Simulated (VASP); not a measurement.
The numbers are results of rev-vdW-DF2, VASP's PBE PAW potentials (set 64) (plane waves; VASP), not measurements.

VASP ran on this input.

**POSCAR**
```
KBr
4.6496740
  0.0000000000   0.7071067598   0.7071067598
  0.7071067598   0.0000000000   0.7071067598
  0.7071067598   0.7071067598   0.0000000000
K Br
1 1
direct
  0.0000000000   0.0000000000   0.0000000000
  0.5000000000   0.5000000000   0.5000000000
```

INCAR:
```
SYSTEM = KBr
PREC = Accurate
ENCUT = 520
EDIFF = 1E-7
NELM = 100
ALGO = Normal
LREAL = .FALSE.
LASPH = .TRUE.
ISMEAR = -5
GGA = MK
PARAM1 = 0.1234568
PARAM2 = 0.7114
ZAB_VDW = -1.8867
LUSE_VDW = .TRUE.
AGGAC = 0.0
LMAXMIX = 4
LWAVE = .FALSE.
LCHARG = .TRUE.
LORBIT = 11
NEDOS = 601
ISIF = 2
```

### KPOINTS
```
Automatic mesh
0
Gamma
8 8 8
0 0 0
```

POTCAR, in this order: K_sv Br (PBE.64 set). Program: vasp_std.

The resulting files:

**OSZICAR**
```
       N       E                     dE             d eps       ncg     rms          rms(c)
DAV:   1     0.108016070246E+03    0.10802E+03   -0.70111E+03   696   0.117E+03
DAV:   2     0.391330115613E+01   -0.10410E+03   -0.96287E+02   864   0.263E+02
DAV:   3    -0.273518853483E+01   -0.66485E+01   -0.66073E+01   924   0.624E+01
DAV:   4    -0.299586186876E+01   -0.26067E+00   -0.26039E+00  1224   0.108E+01
DAV:   5    -0.299718278689E+01   -0.13209E-02   -0.13209E-02   900   0.850E-01    0.349E+00
DAV:   6    -0.281790144561E+01    0.17928E+00   -0.29332E-01   840   0.285E+00    0.255E+00
DAV:   7    -0.279926079183E+01    0.18641E-01   -0.12579E-01   880   0.211E+00    0.118E+00
DAV:   8    -0.280341948841E+01   -0.41587E-02   -0.13408E-02   984   0.103E+00    0.141E-01
DAV:   9    -0.280354992329E+01   -0.13043E-03   -0.36303E-04   900   0.130E-01    0.768E-02
DAV:  10    -0.280375587124E+01   -0.20595E-03   -0.20798E-04   804   0.131E-01    0.171E-02
DAV:  11    -0.280375612081E+01   -0.24956E-06   -0.56097E-06  1032   0.168E-02    0.689E-03
DAV:  12    -0.280375667800E+01   -0.55720E-06   -0.16814E-06   828   0.106E-02    0.252E-03
DAV:  13    -0.280375672183E+01   -0.43824E-07   -0.23197E-07   904   0.304E-03
   1 F= -.28037567E+01 E0= -.28037567E+01  d E =0.000000E+00
```

### OUTCAR
```
------------------------ aborting loop because EDIFF is reached ----------------------------------------
  FORCE on cell =-STRESS in cart. coord.  units (eV):
  Direction    XX          YY          ZZ          XY          YZ          ZX
  --------------------------------------------------------------------------------------
  Total        0.0068447      0.0068447      0.0068447      0.0000000     -0.0000000      0.0000000
  in kB        0.1542801      0.1542801      0.1542801      0.0000000     -0.0000000      0.0000000
  external PRESSURE =       0.1542801 kB  Pullay stress =       0.0000000 kB
  volume of cell :       71.08
      direct lattice vectors                 reciprocal lattice vectors
     0.000000000  3.287815916  3.287815916    -0.152076641  0.152076641  0.152076641
     3.287815916  0.000000000  3.287815916     0.152076641 -0.152076641  0.152076641
     3.287815916  3.287815916  0.000000000     0.152076641  0.152076641 -0.152076641
  FREE ENERGIE OF THE ION-ELECTRON SYSTEM (eV)
  ---------------------------------------------------
  free  energy   TOTEN  =        -2.8037567218 eV

  energy  without entropy=       -2.8037567218  energy(sigma->0) =       -2.80375672

 total charge

# of ion       s       p       d       tot
------------------------------------------
    1        1.955   5.549   0.026   7.530
    2        1.614   3.292   0.001   4.908
--------------------------------------------------
tot          3.570   8.841   0.027  12.438
```
(Selected blocks of OUTCAR.)

The compound is KBr in the rock salt structure. It was relaxed first.
